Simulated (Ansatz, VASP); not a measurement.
# Cross-check of ZnO (zincite) between VASP and Ansatz, part 3 of 3

One calculation is typed for both programs; each brings its own data sets. How far apart do they land? The cell is taken from a series of runs on this material, whose earlier steps may have relaxed, scaled, displaced or heated it; both programs get it as it stands.

VASP 6.6.1 and Ansatz 0.2.0.

So far: Starting point; VASP: zone-centre phonons, PBE.

## (3) Ansatz: zone-centre phonons, PBE

Level of this step: Ansatz beside VASP: Kohn-Sham DFT, plane waves, PBE (Ansatz).

Ansatz runs on its PAW soft_1 files.

The same cell, functional and mesh now go to Ansatz, which takes its cutoff from its data sets.

input.yaml

```yaml
crystal:
  lattice:
    - [3.3227216754, 0.0, 0.0]
    - [-1.6613608377, 2.8775613806, 0.0]
    - [0.0, 0.0, 5.365099745]
  atoms:
    - { symbol: O, position: [0.6666666667, 0.3333333333, 0.3790242923] }
    - { symbol: O, position: [0.3333333333, 0.6666666667, 0.8790242923] }
    - { symbol: Zn, position: [0.3333333333, 0.6666666667, 0.4999857077] }
    - { symbol: Zn, position: [0.6666666667, 0.3333333333, -1.42923e-05] }
kpoints:
  mp_grid: { grid: [15, 15, 10] }
hamiltonian:
  xc: pbe
  pseudopotentials: { kind: paw, azcp: { folder: soft_1 } }
scf:
  occupations: { method: fixed }
output:
  eigenvalues: true
phonons:
  method: dfpt
  dielectric: true
  rigid_motions: translations
```

Run with:

```bash
$ ansatz run input.yaml --threads 4 --pin off --max-ram 16384MiB --backend cpu --events-out ev --progress --plain --runs-dir out
```

Numbers of over 12 decimals in the logs are rounded to 6 here.

The program printed:

```text
Engine: ansatz 0.2.0, aarch64-unknown-linux-gnu
Pseudopotentials: kind: paw
Pseudopotential: O, paw, valence charge 6, recommended cutoff 420 eV (normal), soft_1/O.paw.azcp
Pseudopotential: Zn, paw, valence charge 12, recommended cutoff 420 eV (normal), soft_1/Zn.paw.azcp
Functional definition: PBE
  parameter kappa = 0.804
  parameter beta = 0.066725
  exchange = pbe_x(kappa = kappa, mu = beta*pi^2/3)
  correlation = pbe_c(beta = beta)
Crystal: 4 atoms, lattice volume = 51.298 Å³
Basis set: ecut = 420 eV, 1001 PW (Γ), exchange–correlation on 48×48×72 points (8 copies of the dense FFT grid, shifted against one another)
Bands: 22, of which v1, the nominal top of the filled ones, is band 18 counted from 1 (17 counted from 0)
Symmetry: 12 space group operations
k-points: 608 of 2250 (irreducible under 2 space group operations, time reversal used)
Non-local potential: O, projectors of the file, l = 0: 2, l = 1: 2, l = 2: 1
Non-local potential: Zn, projectors of the file, l = 0: 2, l = 1: 2, l = 2: 3, l = 3: 1
PAW form: soft (Blöchl's): semilocal exchange-correlation on the pseudo side does not see the compensation charge
PAW one-centre angular grid: O, 110 points (default); XC on 64 Gauss nodes
PAW one-centre angular grid: Zn, 590 points (default); XC on 64 Gauss nodes
Initial density: superposition of atomic densities (chi_scale 0.1, normalization cell, long waves kept (reshape's long-wave potential 0.00 eV rms))
Initial wavefunctions: pseudopotential atomic-orbital guess
Functional: x = pbe(κ = 0.804, μ = 0.219515), c = pbe(β = 0.066725)
SCF iter   1: F=—  HF=-7774.629340 eV  |F-HF|=—  |Δ(HF+E_count)|=         —  Δρ=1.07e-1  dr2=3.12e0  ethr=3.10e-3  ⟨swp⟩=4.3  Hψ=58761  notcnv=0  defer=1072
preconditioner: auto → Resta (q_TF=auto, 2.572 Å⁻¹)  ε∞=6.4  [insulator: Δε(μ)=0.966 eV  Ē_g=13.406 eV  n_scr=22 (ndim 8)  ℏωp=31.1 eV  f_vac=0.003  ε∞_Penn≈6.4]
SCF iter   2: F=—  HF=-7773.776328 eV  |F-HF|=—  |Δ(HF+E_count)|=   8.53e-1  Δρ=2.23e-2  dr2=2.41e-1  ethr=3.10e-3  ⟨swp⟩=2.2  Hψ=30274  notcnv=0  defer=371
SCF iter   3: F=—  HF=-7773.670277 eV  |F-HF|=—  |Δ(HF+E_count)|=   1.06e-1  Δρ=1.81e-2  dr2=1.34e-1  ethr=6.69e-4  ⟨swp⟩=2.0  Hψ=29217  notcnv=0  defer=1183
SCF iter   4: F=—  HF=-7773.663476 eV  |F-HF|=—  |Δ(HF+E_count)|=   6.80e-3  Δρ=7.09e-3  dr2=1.40e-2  ethr=3.72e-4  ⟨swp⟩=2.0  Hψ=24322  notcnv=0  defer=1214
SCF iter   5: F=—  HF=-7773.674079 eV  |F-HF|=—  |Δ(HF+E_count)|=   1.06e-2  Δρ=2.05e-3  dr2=1.54e-3  ethr=3.90e-5  ⟨swp⟩=2.7  Hψ=29853  notcnv=0  defer=1216
SCF iter   6: F=—  HF=-7773.674400 eV  |F-HF|=—  |Δ(HF+E_count)|=   3.22e-4  Δρ=4.96e-4  dr2=1.01e-4  ethr=4.28e-6  ⟨swp⟩=2.0  Hψ=24320  notcnv=0  defer=1216
SCF iter   7: F=—  HF=-7773.674502 eV  |F-HF|=—  |Δ(HF+E_count)|=   1.01e-4  Δρ=4.86e-4  dr2=9.19e-5  ethr=2.80e-7  ⟨swp⟩=2.0  Hψ=25536  notcnv=0  defer=1216
SCF iter   8: F=—  HF=-7773.674495 eV  |F-HF|=—  |Δ(HF+E_count)|=   7.43e-6  Δρ=5.85e-5  dr2=1.55e-6  ethr=2.55e-7  ⟨swp⟩=2.0  Hψ=23546  notcnv=0
SCF iter   9: F=—  HF=-7773.674497 eV  |F-HF|=—  |Δ(HF+E_count)|=   2.58e-6  Δρ=1.38e-5  dr2=7.21e-8  ethr=4.30e-9  ⟨swp⟩=2.0  Hψ=24218  notcnv=0
SCF iter  10: F=—  HF=-7773.674497 eV  |F-HF|=—  |Δ(HF+E_count)|=   5.11e-8  Δρ=2.38e-6  dr2=2.24e-9  ethr=2.00e-10  ⟨swp⟩=2.0  Hψ=22813  notcnv=0
SCF iter  11: F=-7773.674497 eV  HF=-7773.674497 eV  |F-HF|=9.82e-11  |Δ(HF+E_count)|=   2.33e-9  Δρ=3.30e-7  dr2=5.82e-11  ethr=1.00e-12  ⟨swp⟩=6.9  Hψ=87066  notcnv=0
SCF 1 converged in 11 iterations: F = -7773.674497 eV  dr2 = 5.82e-11
  greatest PAW one-centre occupation: 0.987 electrons in one spin orbital (limit 2), on the Zn atom at site 2 (counted from 0), in its partial waves of l = 2
NSCF: frozen V_eff on 4 k-points
DFPT response loops at Γ: preconditioner auto → Resta (q_TF=auto, 2.572 Å⁻¹)  ε∞=9.4 (no band partly filled); β = 1.00, the filter's whole step (`scf.mixing.beta` (0.50) is not read by the response loops at its default; to damp them type it under 1.00, their step now; it binds the ground state too); Broyden in place of MSR1
── the response to a field inside a basis, on 20×20×12 k-points: an SCF that follows is theirs, and a resumed run solves both again ──
Bands: 19, of which v1, the nominal top of the filled ones, is band 18 counted from 1 (17 counted from 0)
k-points: 660 of 4800 (irreducible under 4 space group operations, time reversal used)
Initial density: handed on by an earlier stage of this run
Initial wavefunctions: pseudopotential atomic-orbital guess (no wavefunctions were taken with the density)
Eigensolver: Dense (660 Hₖ)
SCF iter   1: F=—  HF=-7773.674154 eV  |F-HF|=—  |Δ(HF+E_count)|=         —  Δρ=4.11e-4  dr2=2.13e-5  ethr=1.00e-1
preconditioner: auto → Resta (q_TF=auto, 2.572 Å⁻¹)  ε∞=11.0  [insulator: Δε(μ)=0.827 eV  Ē_g=9.840 eV  n_scr=22 (ndim 8)  ℏωp=31.1 eV  f_vac=0.048  ε∞_Penn≈11.0]
SCF iter   2: F=—  HF=-7773.674158 eV  |F-HF|=—  |Δ(HF+E_count)|=   3.91e-6  Δρ=3.80e-4  dr2=3.32e-5  ethr=5.91e-8
SCF iter   3: F=—  HF=-7773.674157 eV  |F-HF|=—  |Δ(HF+E_count)|=   9.03e-7  Δρ=7.46e-5  dr2=8.34e-7  ethr=5.91e-8
SCF iter   4: F=—  HF=-7773.674154 eV  |F-HF|=—  |Δ(HF+E_count)|=   2.66e-6  Δρ=2.14e-5  dr2=9.58e-8  ethr=2.32e-9
SCF iter   5: F=-7773.674154 eV  HF=-7773.674154 eV  |F-HF|=5.61e-8  |Δ(HF+E_count)|=   2.46e-7  Δρ=1.73e-5  dr2=7.88e-8  ethr=2.66e-10
SCF 1 converged in 5 iterations: F = -7773.674154 eV  dr2 = 7.88e-8
DFPT response loops at Γ: preconditioner auto → Resta (q_TF=auto, 2.572 Å⁻¹)  ε∞=8.5 (no band partly filled); β = 1.00, the filter's whole step (`scf.mixing.beta` (0.50) is not read by the response loops at its default; to damp them type it under 1.00, their step now; it binds the ground state too); Broyden in place of MSR1
WARN: field response: inside a basis, on 20×20×12 points, no mesh in reach settles it: take ε∞, Z* and everything formed from them with what they may err, as stated (eps_inf_uncertainty, zstar_uncertainty_e), and compare with field_mesh: kpoints on a denser kpoints.mp_grid
WARN: field response: ε∞ stands inside a basis, on 20×20×12 points; the force constants stand on the 15×15×10 k-mesh, whose period is 11.54 times the interband length at k = (0.0000, 0.0000, 0.0000), direct gap 0.682 eV, under 14: take them and everything formed from them as unconverged, and compare with a denser kpoints.mp_grid
SCF converged after 11 iterations
Free energy (F): -7773.674497 eV
Harris-Foulkes:  -7773.674497 eV  (|F-HF|=9.82e-11)
Internal energy: -7773.674497 eV  (E = F + TS)
E sigma→0 (E₀):  -7773.674497 eV
Fermi energy:    6.110396 eV
--- Per-component energies (eV) ---
  E_band       = 33.390832
  E_kinetic    = 625.659362
  E_local      = -4551.775254  (includes V_loc(G=0)·N_el)
  E_nonlocal   = 1755.334154
  E_hartree    = 1709.680324
  E_xc         = -297.050087
  E_vxc        = -280.804006  (∫ρ·V_xc dr)
  E_paw        = -4125.724425  (= ΣΔE_a)
  E_vpaw       = -934.385020  (= ΣTr[D̂ρ^β])
  E_aug_tail   = 0.000914  (compensation charges beyond the density's cutoff)
  E_ewald      = -2889.799484
  E_smearing   = -0.000000  (= −TS)
  E_closure    = -0.000000  (closes the sum)
  Σ components = -7773.674497   (vs F -7773.674497, Δ=0.00e0)
--- Band table (eV; the first three rows and the last of 608) ---
  k-point 0: bands = [... 14 lower, 5.4032, 6.0418, 6.1104, 6.1104, 6.7924, 11.0699, 14.0496, 18.6623]
  k-point 1: bands = [... 14 lower, 5.4208, 5.7681, 6.0934, 6.0934, 7.0952, 10.9872, 14.1245, 18.6640]
  k-point 2: bands = [... 14 lower, 5.4721, 5.4721, 6.0443, 6.0443, 7.6293, 10.7498, 14.3467, 18.4630]
  k-point 607: bands = [... 14 lower, 3.6617, 3.7259, 5.0161, 5.1469, 11.3066, 13.4755, 14.3583, 14.4633]
--- Phonons (Γ-DFPT): 4 representative perturbations + reference, on 608 of 2250 k-points (Σ response iterations 16) ---
  k mesh reduced under 2 symmetry operations, with k and −k counted as one. Each operation leaves every solved perturbation unchanged. A smaller set is not considered because the run solves the response to a homogeneous field
  ASR residual: 1.787e-4 → 0.000e0 eV/Å²; symmetrization residual: 1.352e-6 eV/Å²
  ASR residual per site (eV/Å²): 1.79e-4 1.79e-4 6.95e-5 6.95e-5
  Γ frequencies (cm⁻¹): 0.00 0.00 0.00 94.63 94.63 235.55 316.64 337.06 337.06 365.20 365.20 483.20
  ε∞ (high-frequency dielectric tensor):
        5.366786    -0.000000     0.000000
       -0.000000     5.366786     0.000000
        0.000000     0.000000     5.424664
  ε⁰ (static dielectric tensor: ions relaxed, cell fixed):
       11.418886    -0.000000     0.000000
       -0.000000    11.418886    -0.000000
        0.000000    -0.000000    12.647011
  ε⁰ − ε∞ (ionic part):
        6.052100     0.000000     0.000000
        0.000000     6.052100    -0.000000
        0.000000    -0.000000     7.222347
  softest optical mode at Γ: 94.63 cm⁻¹; the repairs (sum rule, projections) moved no ω² at Γ by more than (1.82 cm⁻¹)²
  Born effective charges Z* (e; rows j = field, columns β = displacement):
    site 0:
        -2.14634   -0.00000    0.00000
         0.00000   -2.14634   -0.00000
        -0.00000   -0.00000   -2.20265
    site 1:
        -2.14634    0.00000   -0.00000
         0.00000   -2.14634   -0.00000
        -0.00000   -0.00000   -2.20265
    site 2:
         2.14634   -0.00000    0.00000
        -0.00000    2.14634    0.00000
         0.00000    0.00000    2.20265
    site 3:
         2.14634   -0.00000    0.00000
         0.00000    2.14634   -0.00000
         0.00000   -0.00000    2.20265
  Z* charge neutrality: 1.456e-3 e pre-enforcement
  solved inside a basis spanned on kpoints, on 20×20×12 k-points, which do not settle them: ε∞ is read to err by 2.7e-2, Z* by 1.7e-2 e (field_mesh: kpoints solves on kpoints); Z* is corrected for what the basis lacks
  optical modes at Γ without the LO–TO term, one row a degenerate level:
      ω (cm⁻¹)  modes    IR ((D/Å)²/amu)
         94.63      2             0.0000
        235.55      1             0.0000
        316.64      1            17.4164
[...]
optical modes at Γ + LO–TO along q̂ = [1.0000, 0.0000, 0.0000]:
      ω (cm⁻¹)  modes    IR ((D/Å)²/amu)
[...]
optical modes at Γ + LO–TO along q̂ = [0.0000, 1.0000, 0.0000]:
      ω (cm⁻¹)  modes    IR ((D/Å)²/amu)
[...]
483.20      1             0.0000
        491.66      1            16.5372
  optical modes at Γ + LO–TO along q̂ = [0.0000, 0.0000, 1.0000]:
      ω (cm⁻¹)  modes    IR ((D/Å)²/amu)
         94.63      2             0.0000
        235.55      1             0.0000
        337.06      2            33.0744
        365.20      2             0.0000
        483.20      1             0.0000
        483.48      1            17.4164
```

The column dr2 measures how far the density is from self-consistency, as an energy; F and HF (Harris–Foulkes) agree once it is small.

## (4) Side by side

Known differences besides the potentials themselves: fixed occupations in Ansatz, narrow Gaussian smearing in VASP; VASP's response is taken on the typed mesh, Ansatz refines its own for the field response alone; the cutoff is 420 eV in Ansatz and 600 eV in VASP; VASP's log repeats an internal error in its field response. Total energies have different zeros and are not compared.

The two programs side by side:

```
                                     quantity  Ansatz   VASP  difference
                                        ε∞ xx    5.37   5.52     -2.75 %
                                        ε∞ yy    5.37   5.52     -2.75 %
                                        ε∞ zz    5.42   5.50     -1.45 %
 Born charge of O1 (mean of the diagonal) (e)   -2.17  -2.17        0.00
Born charge of Zn3 (mean of the diagonal) (e)    2.17   2.17        0.00
                   optical mode 1 to 2 (cm⁻¹)    94.6   94.2     +0.47 %
                        optical mode 3 (cm⁻¹)   235.6  237.5     -0.84 %
                        optical mode 4 (cm⁻¹)   316.6  324.2     -2.34 %
                   optical mode 5 to 6 (cm⁻¹)   337.1  344.4     -2.14 %
                   optical mode 7 to 8 (cm⁻¹)   365.2  373.2     -2.14 %
                        optical mode 9 (cm⁻¹)   483.2  487.9     -0.95 %
```

Modes are paired by rising frequency, not by their patterns, so a pair may set unlike modes beside each other; they are those without the splitting of longitudinal modes.

## (5) What came out

```json
{
 "r.m.s. difference of the optical zone-centre modes, each program's sorted by frequency (zone-centre phonons, PBE)": "6.0 cm⁻¹",
 "difference in ε∞ xx (zone-centre phonons, PBE)": "-2.8 %"
}
```

In words: The r.m.s. difference of the optical zone-centre modes, each program's sorted by frequency is 6.0 cm⁻¹ (zone-centre phonons, PBE). Among the rows given in per cent, the largest difference of the zone-centre phonons, PBE pair is in ε∞ xx, -2.8 %. How closely two codes agree says nothing of how well the functional describes the real material.

[Lines on the potential files, build, host, timing and source positions are cut from VASP's logs without a mark.]

[Logs are printed without paths, hosts, clocks, repeated set-up lines and the standing remarks that a program may print on its own settings, such as how far it seeks lower states.]

[Hosts, paths, dates, database ids (printed as entryN), source tags and the programs' standing remarks are cut or masked in the printed files.]
